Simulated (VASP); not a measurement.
Consider the following.

```
Mg2Ge
1.0
    0.00000     3.18795     3.18795
    3.18795     0.00000     3.18795
    3.18795     3.18795     0.00000
Mg Ge
2 1
Direct
  0.25000   0.25000   0.25000
  0.75000   0.75000   0.75000
  0.00000   0.00000   0.00000
```

Level of theory: vdW-DF-cx, VASP's PBE PAW potentials (set 64) (plane waves; VASP). Run with 520 eV cut-off, Gaussian smearing of 0.050 eV, potentials Mg Ge_d.

Task: What does the run give for the band gap (along the path) with the smallest direct gap where there is one?

Result: 
```json
{
  "band gap (along the path)": "0.15 eV",
  "smallest direct gap (along the path)": "1.10 eV"
}
```

The absolute energy has meaning only against runs of the same code, potentials and settings.

The compound is Mg2Ge in the antifluorite structure. It was relaxed first.
